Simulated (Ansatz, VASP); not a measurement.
# GaN: VASP beside Ansatz

One calculation is typed for both programs; each brings its own data sets. How far apart do they land? The structure shown is the end of the Ansatz relaxation below.

Program: Ansatz 0.2.0. Level of theory: plane waves, with VASP 6.6.1 beside it; single point at PBE. Results are calculated unless marked as measured.

## Step 1: Set-up

The structure is hexagonal, space group P6_3mc (No. 186). The conventional cell has a = 3.208 Å, b = 3.208 Å, c = 5.226 Å, α = 90.00°, β = 90.00°, γ = 120.00°. N has 4 Ga at 1.96 to 1.97 Å nearest. Nearest to Ga lie 4 N at 1.96 to 1.97 Å. Farther neighbours and most contacts between anions are not listed.

Structure file:

```cif
data_structure
_symmetry_space_group_name_H-M 'P6_3mc'
_symmetry_Int_Tables_number 186
_cell_length_a 3.2079
_cell_length_b 3.2079
_cell_length_c 5.2261
_cell_angle_alpha 90.000
_cell_angle_beta 90.000
_cell_angle_gamma 120.000
_cell_volume 46.57
loop_
_atom_site_label
_atom_site_type_symbol
_atom_site_symmetry_multiplicity
_atom_site_Wyckoff_symbol
_atom_site_fract_x
_atom_site_fract_y
_atom_site_fract_z
_atom_site_occupancy
N1 N 2 b 0.33333 0.66667 0.37585 1
Ga1 Ga 2 b 0.33333 0.66667 0.99915 1
```

## Step 2: Ansatz: relaxation, PBE

Ansatz runs on its PAW soft_1 files.

This run makes the geometry at which the two programs are then compared.

input.yaml reads:

```yaml
crystal:
  lattice:
    - [3.2074921412, 0.0, 0.0]
    - [-1.6037460706, 2.7777696768, 0.0]
    - [0.0, 0.0, 5.2272409445]
  atoms:
    - { symbol: "N", position: [0.3333333333, 0.6666666667, 0.3756774328] }
    - { symbol: "N", position: [0.6666666667, 0.3333333333, 0.8756774328] }
    - { symbol: Ga, position: [0.3333333333, 0.6666666667, -0.0006774328] }
    - { symbol: Ga, position: [0.6666666667, 0.3333333333, 0.4993225672] }
kpoints:
  mp_grid: { grid: [18, 18, 8] }
hamiltonian:
  xc: pbe
  pseudopotentials: { kind: paw, azcp: { folder: soft_1 } }
scf:
  occupations: { method: fixed }
output:
  forces: true
  stress: true
  eigenvalues: true
relax:
  adjacent_minimum: "off"
  f_tol: 0.001
  max_steps: 60
  cell: { stress_tol: 0.01, fix: [volume] }
```

Launch:

```
$ ansatz run input.yaml --threads 4 --pin off --max-ram 16384MiB --backend cpu --events-out ev --progress --plain --runs-dir out
```

Numbers of over 12 decimals in the logs are rounded to 6 here.

The program printed:

```text
Engine: ansatz 0.2.0, aarch64-unknown-linux-gnu
Pseudopotentials: kind: paw
Pseudopotential: N, paw, valence charge 5, recommended cutoff 420 eV (normal), soft_1/N.paw.azcp
Pseudopotential: Ga, paw, valence charge 13, recommended cutoff 420 eV (normal), soft_1/Ga.paw.azcp
Functional definition: PBE
  parameter kappa = 0.804
  parameter beta = 0.066725
  exchange = pbe_x(kappa = kappa, mu = beta*pi^2/3)
  correlation = pbe_c(beta = beta)
Crystal: 4 atoms, lattice volume = 46.573 Å³
Basis set: ecut = 420 eV, 941 PW (Γ), exchange–correlation on 48×48×72 points (8 copies of the dense FFT grid, shifted against one another)
Bands: 22, of which v1, the nominal top of the filled ones, is band 18 counted from 1 (17 counted from 0)
Symmetry: 12 space group operations
Space group: P63mc (ITA 186), of the structure as read, at distance tolerance 3.6e-5 Å
k-points: 185 of 2592 (time reversal used)
Non-local potential: N, projectors of the file, l = 0: 2, l = 1: 2, l = 2: 1
Non-local potential: Ga, projectors of the file, l = 0: 2, l = 1: 2, l = 2: 3, l = 3: 1
PAW form: soft (Blöchl's): semilocal exchange-correlation on the pseudo side does not see the compensation charge
PAW one-centre angular grid: N, 110 points (default); XC on 64 Gauss nodes
PAW one-centre angular grid: Ga, 590 points (default); XC on 64 Gauss nodes
Initial density: superposition of atomic densities (chi_scale 0.1, normalization cell, long waves kept (reshape's long-wave potential 0.00 eV rms))
Initial wavefunctions: pseudopotential atomic-orbital guess
Functional: x = pbe(κ = 0.804, μ = 0.219515), c = pbe(β = 0.066725)
SCF iter   1: F=—  HF=-8337.174557 eV  |F-HF|=—  |Δ(HF+E_count)|=         —  Δρ=1.10e-1  dr2=4.93e0  ethr=3.10e-3  ⟨swp⟩=4.0  Hψ=14301  notcnv=0  defer=38
preconditioner: auto → Resta (q_TF=auto, 2.614 Å⁻¹)  ε∞=4.8  [insulator: Δε(μ)=2.580 eV  Ē_g=16.733 eV  n_scr=22 (ndim 8)  ℏωp=32.6 eV  f_vac=0.000  ε∞_Penn≈4.8]
SCF iter   2: F=—  HF=-8335.942087 eV  |F-HF|=—  |Δ(HF+E_count)|=    1.23e0  Δρ=4.62e-2  dr2=5.27e-1  ethr=3.10e-3  ⟨swp⟩=2.0  Hψ=9507  notcnv=0  defer=109
SCF iter   3: F=—  HF=-8335.857887 eV  |F-HF|=—  |Δ(HF+E_count)|=   8.42e-2  Δρ=1.81e-2  dr2=1.11e-1  ethr=1.46e-3  ⟨swp⟩=2.0  Hψ=4495  notcnv=0  defer=360
SCF iter   4: F=—  HF=-8335.844787 eV  |F-HF|=—  |Δ(HF+E_count)|=   1.31e-2  Δρ=3.28e-3  dr2=6.20e-3  ethr=3.08e-4  ⟨swp⟩=3.0  Hψ=7761  notcnv=0  defer=365
SCF iter   5: F=—  HF=-8335.843211 eV  |F-HF|=—  |Δ(HF+E_count)|=   1.58e-3  Δρ=2.76e-3  dr2=2.18e-3  ethr=1.72e-5  ⟨swp⟩=2.0  Hψ=7743  notcnv=0  defer=367
SCF iter   6: F=—  HF=-8335.844737 eV  |F-HF|=—  |Δ(HF+E_count)|=   1.53e-3  Δρ=7.37e-4  dr2=1.95e-4  ethr=6.06e-6  ⟨swp⟩=2.9  Hψ=7773  notcnv=0  defer=367
SCF iter   7: F=—  HF=-8335.844901 eV  |F-HF|=—  |Δ(HF+E_count)|=   1.64e-4  Δρ=1.15e-4  dr2=6.98e-6  ethr=5.42e-7  ⟨swp⟩=2.0  Hψ=7567  notcnv=0  defer=344
SCF iter   8: F=—  HF=-8335.844915 eV  |F-HF|=—  |Δ(HF+E_count)|=   1.38e-5  Δρ=1.64e-5  dr2=1.04e-7  ethr=1.94e-8  ⟨swp⟩=2.0  Hψ=7400  notcnv=0
SCF iter   9: F=-8335.844915 eV  HF=-8335.844915 eV  |F-HF|=2.86e-9  |Δ(HF+E_count)|=   1.58e-7  Δρ=2.40e-6  dr2=2.89e-9  ethr=2.78e-10  ⟨swp⟩=6.0  Hψ=19651  notcnv=0
SCF 1 converged in 9 iterations: F = -8335.844915 eV  dr2 = 2.89e-9
  greatest PAW one-centre occupation: 0.995 electrons in one spin orbital (limit 2), on the Ga atom at site 2 (counted from 0), in its partial waves of l = 2
relax step   1: F+E_penalty+E_count = -8335.84491473 eV  Δ(F+E_penalty+E_count) = +0.000e0 eV  max|allowed force component| = 1.667e-2 eV/Å  Δτ_max = 0.0000 Å  P = +1.767 GPa  Ω = 46.573 Å³  fix = [volume]  reactions: volume +1.767 GPa  (9 SCF iters, dr2 threshold 1.00e-7 eV, accepted)
[...]
relax step   2: F+E_penalty+E_count = -8335.84493164 eV  Δ(F+E_penalty+E_count) = -1.692e-5 eV  max|allowed force component| = 1.098e-2 eV/Å  Δτ_max = 0.0004 Å  P = +1.768 GPa  Ω = 46.573 Å³  energy of the carried Pulay correction = +2.810e-17 eV  fix = [volume]  reactions: volume +1.768 GPa  (4 SCF iters, dr2 threshold 1.74e-8 eV, accepted)
[...]
relax step   3: F+E_penalty+E_count = -8335.84491969 eV  Δ(F+E_penalty+E_count) = +1.195e-5 eV  max|allowed force component| = 1.294e-2 eV/Å  Δτ_max = 0.0008 Å  P = +1.770 GPa  Ω = 46.573 Å³  energy of the carried Pulay correction = -1.405e-17 eV  fix = [volume]  (4 SCF iters, dr2 threshold 1.78e-8 eV, rejected (line search))
[...]
relax step   4: F+E_penalty+E_count = -8335.84494283 eV  Δ(F+E_penalty+E_count) = -1.118e-5 eV  max|allowed force component| = 3.831e-5 eV/Å  Δτ_max = 0.0004 Å  P = +1.769 GPa  Ω = 46.573 Å³  fix = [volume]  reactions: volume +1.769 GPa  (8 SCF iters, accepted)
[...]
relax step   5: F+E_penalty+E_count = -8335.84493997 eV  Δ(F+E_penalty+E_count) = +2.859e-6 eV  max|allowed force component| = 3.523e-5 eV/Å  Δτ_max = 0.0000 Å  P = +1.769 GPa  Ω = 46.573 Å³  fix = [volume]  reactions: volume +1.769 GPa  stress off target by 8.97e-4 GPa on what of the cell is left free  SCF on the basis re-selected at this cell (its energy is not comparable with the rows above)  (5 SCF iters)
basis re-selected at this cell: Δ(F+E_penalty+E_count) = +2.859e-6 eV, ΔP = +0.000 GPa vs the last step (what re-selecting the basis moved, of the pressure what is left beyond the Pulay correction that the steps carried, after the strain that the cell walked since its last selection, with what the two solves' SCF thresholds leave and, on support functions, any second-order correction that the steps lacked; it is no m [...]
SCF converged after 5 iterations
Free energy (F): -8335.844940 eV
Harris-Foulkes:  -8335.844940 eV  (|F-HF|=3.64e-12)
Internal energy: -8335.844940 eV  (E = F + TS)
E sigma→0 (E₀):  -8335.844940 eV
Fermi energy:    9.395595 eV
--- Per-component energies (eV) ---
  E_band       = -19.716984
  E_kinetic    = 480.395749
  E_local      = -2863.245267  (includes V_loc(G=0)·N_el)
  E_nonlocal   = -109.468525
  E_hartree    = 1803.060238
  E_xc         = -244.202045
  E_vxc        = -261.304740  (∫ρ·V_xc dr)
  E_paw        = -4249.162891  (= ΣΔE_a)
  E_vpaw       = -872.216278  (= ΣTr[D̂ρ^β])
  E_aug_tail   = 0.001599  (compensation charges beyond the density's cutoff)
  E_ewald      = -3153.223797
  E_smearing   = -0.000000  (= −TS)
  E_closure    = -0.000000  (closes the sum)
  Σ components = -8335.844940   (vs F -8335.844940, Δ=0.00e0)
--- Forces (eV/Å), atoms counted from 1 ---
  atom   1  N      0.00000000     0.00000000    -0.00003543
  atom   2  N      0.00000000     0.00000000    -0.00003543
  atom   3  Ga    -0.00000000     0.00000000     0.00003503
  atom   4  Ga     0.00000000     0.00000000     0.00003503
  max |Σ_I F_I| component: 8.01e-7 eV/Å
--- Stress (GPa, compression-positive) ---
        1.768964       0.000000       0.000000
       -0.000000       1.768964      -0.000000
        0.000000      -0.000000       1.767619
  P = ⅓ Tr σ = 1.7685 GPa (17.685 kbar)
--- Band table (eV; the first three rows and the last of 185) ---
  k-point 0: bands = [... 14 lower, 8.3885, 9.3575, 9.3956, 9.3956, 11.1727, 13.5267, 18.4756, 19.1946]
  k-point 1: bands = [... 14 lower, 8.4250, 8.8417, 9.3557, 9.3557, 11.6207, 13.5585, 18.3639, 19.2121]
  k-point 2: bands = [... 14 lower, 8.5297, 8.5297, 9.2420, 9.2420, 12.3887, 13.6321, 18.0878, 18.8220]
  k-point 184: bands = [... 14 lower, 5.3110, 5.3110, 7.9579, 7.9579, 15.6850, 15.6850, 16.6703, 16.6703]
--- Relaxed structure (4 steps of the walk, 3 accepted, 1 SCFs on fresh bases) ---
  F+E_penalty+E_count = -8335.84493997 eV   max|allowed force component| = 3.523e-5 eV/Å   (the final SCF, on the basis selected at the relaxed cell)
  cell:  # Å, volume = 46.5730 Å³
    - [3.207856, 0, 0]
    - [-1.603928, 2.778085, 0]
    - [0, 0.0, 5.226054]
  atoms:
    - { symbol: N, position: [0.333333, 0.666667, 0.375848] }
    - { symbol: N, position: [0.666667, 0.333333, 0.875848] }
    - { symbol: Ga, position: [0.333333, 0.666667, -0.000848096] }
    - { symbol: Ga, position: [0.666667, 0.333333, 0.499152] }
```

The column dr2 measures how far the density is from self-consistency, as an energy; F and HF (Harris–Foulkes) agree once it is small.

## Step 3: VASP: single point, PBE, pair 1

The same cell, functional and mesh now go to VASP, with its own data sets.

Lines of VASP's logs that name or quote its potential files are left out, and so is its time.

INCAR reads:

```
SYSTEM = GaN
PREC = Accurate
ENCUT = 600
EDIFF = 1E-06
NELM = 120
ISMEAR = 0
SIGMA = 0.01
LREAL = .FALSE.
ALGO = Normal
GGA = PE
NBANDS = 24
LORBIT = 11
LWAVE = .FALSE.
LCHARG = .FALSE.
ISIF = 2
LASPH = .TRUE.
GGA_COMPAT = .FALSE.
EFERMI = MIDGAP
KPAR = 2
```

POSCAR reads:

```
GaN
1.0
    3.2078562552      0.0000000000      0.0000000000
   -1.6039281276      2.7780850087      0.0000000000
    0.0000000000      0.0000000000      5.2260543555
N Ga
2 2
Direct
    0.3333333333      0.6666666667      0.3758480965
    0.6666666667      0.3333333333      0.8758480965
    0.3333333333      0.6666666667      0.9991519035
    0.6666666667      0.3333333333      0.4991519035
```

KPOINTS reads:

```
Automatic mesh
0
Gamma
18 18 8
0 0 0
```

The projector-augmented-wave data sets are N and Ga_d (PBE family, release 64).

Launch:

```
$ mpirun -np 2 vasp_std
```

The program printed:

```text
[banner, memory and clock lines left out]
running    2 mpi-ranks, on    1 nodes
 distrk:  each k-point on    1 cores,    2 groups
 distr:  one band on    1 cores,    1 groups

 POSCAR found type information on POSCAR N Ga
 POSCAR found :  2 types and       4 ions
 LDA part: xc-table for (Slater+PW92), standard interpolation
 POSCAR, INCAR and KPOINTS ok, starting setup
 FFT: planning ... GRIDC
 FFT: planning ... GRID_SOFT
 FFT: planning ... GRID
 WAVECAR not read
 entering main loop
       N       E                     dE             d eps       ncg     rms          rms(c)
DAV:   1     0.294480006640E+03    0.29448E+03   -0.19767E+04  9424   0.303E+03
DAV:   2     0.850934438402E+01   -0.28597E+03   -0.27354E+03  9688   0.554E+02
DAV:   3    -0.270749325267E+02   -0.35584E+02   -0.35246E+02 10624   0.154E+02
DAV:   4    -0.282646096323E+02   -0.11897E+01   -0.11869E+01 11424   0.316E+01
DAV:   5    -0.282848590409E+02   -0.20249E-01   -0.20243E-01 10520   0.365E+00    0.108E+01
DAV:   6    -0.242308877949E+02    0.40540E+01   -0.12672E+01 15128   0.530E+01    0.301E+00
DAV:   7    -0.243470912060E+02   -0.11620E+00   -0.16115E+00  9496   0.108E+01    0.268E+00
DAV:   8    -0.243450185334E+02    0.20727E-02   -0.20291E-01 13904   0.664E+00    0.808E-01
DAV:   9    -0.243271707520E+02    0.17848E-01   -0.79541E-02 15376   0.474E+00    0.346E-01
DAV:  10    -0.243280422263E+02   -0.87147E-03   -0.45873E-03 10000   0.674E-01    0.120E-01
DAV:  11    -0.243279071311E+02    0.13510E-03   -0.14349E-03 13328   0.665E-01    0.362E-02
DAV:  12    -0.243279211820E+02   -0.14051E-04   -0.15119E-04  9552   0.921E-02    0.279E-02
DAV:  13    -0.243279245403E+02   -0.33583E-05   -0.83201E-05 13448   0.122E-01    0.323E-02
DAV:  14    -0.243279206781E+02    0.38622E-05   -0.16773E-05 12736   0.439E-02    0.112E-02
DAV:  15    -0.243279206017E+02    0.76449E-07   -0.18387E-06  8368   0.972E-03
   1 F= -.24327921E+02 E0= -.24327921E+02  d E =0.000000E+00
```

From OUTCAR (step 3):

```text
ion  position               nearest neighbor table
   1  0.333  0.667  0.376-   4 1.96   4 1.96   4 1.96   3 1.97
   2  0.667  0.333  0.876-   3 1.96   3 1.96   3 1.96   4 1.97
   3  0.333  0.667  0.999-   2 1.96   2 1.96   2 1.96   1 1.97
   4  0.667  0.333  0.499-   1 1.96   1 1.96   1 1.96   2 1.97

  LATTYP: Found a hexagonal cell.
 ALAT       =     3.2078562552
 C/A-ratio  =     1.6291423118

 Subroutine GETGRP returns: Found 12 space group operations
 (whereof  6 operations were pure point group operations)

The static configuration has the point symmetry C_3v.
 The point group associated with its full space group is C_6v.

 Found    185 irreducible k-points:

   k-points           NKPTS =    185   k-points in BZ     NKDIM =    185   number of bands    NBANDS=     24

   dimension x,y,z NGX =    28 NGY =   28 NGZ =   42
   dimension x,y,z NGXF=    56 NGYF=   56 NGZF=   84

   ENCUT  =  600.0 eV  44.10 Ry    6.64 a.u.   6.41  6.41 10.44*2*pi/ulx,y,z

   NELECT =      36.0000    total number of electrons

 k-points in reciprocal lattice and weights: Automatic mesh
   0.00000000  0.00000000  0.00000000       0.000
   0.05555556  0.00000000  0.00000000       0.002
   0.11111111  0.00000000  0.00000000       0.002
   0.16666667  0.00000000  0.00000000       0.002
   0.22222222  0.00000000  0.00000000       0.002
   0.27777778  0.00000000  0.00000000       0.002
   0.33333333  0.00000000  0.00000000       0.002
   0.38888889  0.00000000  0.00000000       0.002
   0.44444444  0.00000000  0.00000000       0.002
[...]
0.33333333  0.27777778  0.50000000       0.005
   0.33333333  0.33333333  0.50000000       0.001

 average (electrostatic) potential at core
       1 -62.2375       2 -62.2375       3 -63.7032       4 -63.7032

 E-fermi :   6.0034

 k-point     1 :       0.0000    0.0000    0.0000
  band No.  band energies     occupation
    ...
     14       4.1046      2.00000
     15       4.1046      2.00000
     16       5.0746      2.00000
     17       5.1125      2.00000
     18       5.1125      2.00000
     19       6.8942      0.00000
     20       9.2421      0.00000
     21      14.1925      0.00000
     22      14.8979      0.00000
     23      14.8979      0.00000
    ...

 k-point     2 :       0.0556    0.0000    0.0000
  band No.  band energies     occupation
    ...
     14       3.8663      2.00000
     15       4.0397      2.00000
     16       4.7839      2.00000
     17       5.0469      2.00000
     18       5.0856      2.00000
     19       7.1994      0.00000
     20       9.4492      0.00000
     21      14.1280      0.00000
     22      14.6424      0.00000
     23      14.9795      0.00000
    ...

 k-point     3 :       0.1111    0.0000    0.0000
  band No.  band energies     occupation
    ...
     14       3.2511      2.00000
     15       3.8617      2.00000
     16       4.1242      2.00000
     17       4.9556      2.00000
     18       5.0046      2.00000
     19       7.7968      0.00000
     20       9.9533      0.00000
     21      13.7984      0.00000
     22      14.2221      0.00000
     23      15.1977      0.00000
    ...

  Total        0.4808725      0.4808725      0.4915710      0.0000000     -0.0000000     -0.0000000
  in kB       16.5426899     16.5426899     16.9107367      0.0000000     -0.0000000     -0.0000000
  external PRESSURE =      16.6653722 kB  Pullay stress =       0.0000000 kB

  energy-cutoff  :      600.00
  volume of cell :       46.57
      direct lattice vectors                 reciprocal lattice vectors
     3.207856255  0.000000000  0.000000000     0.311734667  0.179980094  0.000000000
    -1.603928128  2.778085009  0.000000000     0.000000000  0.359960187  0.000000000
     0.000000000  0.000000000  5.226054355     0.000000000  0.000000000  0.191348947

 POSITION                                       TOTAL-FORCE (eV/Angst)
 -----------------------------------------------------------------------------------
     -0.00000      1.85206      1.96420         0.000000      0.000000      0.000112
      1.60393      0.92603      4.57723        -0.000000     -0.000000      0.000112
     -0.00000      1.85206      5.22162         0.000000     -0.000000     -0.000112
      1.60393      0.92603      2.60859        -0.000000      0.000000     -0.000112
 -----------------------------------------------------------------------------------
    total drift:                                0.000000      0.000000     -0.000056

  FREE ENERGIE OF THE ION-ELECTRON SYSTEM (eV)
  ---------------------------------------------------
  free  energy   TOTEN  =       -24.3279206017 eV

  energy  without entropy=      -24.3279206017  energy(sigma->0) =      -24.32792060

 total charge
# of ion       s       p       d       tot
------------------------------------------
    1        1.222   2.499   0.000   3.721
    2        1.222   2.499   0.000   3.721
    3        0.784   0.874  10.168  11.826
    4        0.784   0.874  10.168  11.826
--------------------------------------------------
tot          4.012   6.746  20.336  31.095

[... 3 further parts left out ...]
```

The run ends at a pressure of 1.67 GPa, with forces up to 1.1e-4 eV/Å.

(Continued in part 2 of 2.)

[Lines on the potential files, build, host, timing and source positions are cut from VASP's logs without a mark.]

[Logs are printed without paths, hosts, clocks, repeated set-up lines and the standing remarks that a program may print on its own settings, such as how far it seeks lower states.]

[Hosts, paths, dates, database ids (printed as entryN), source tags and the programs' standing remarks are cut or masked in the printed files.]
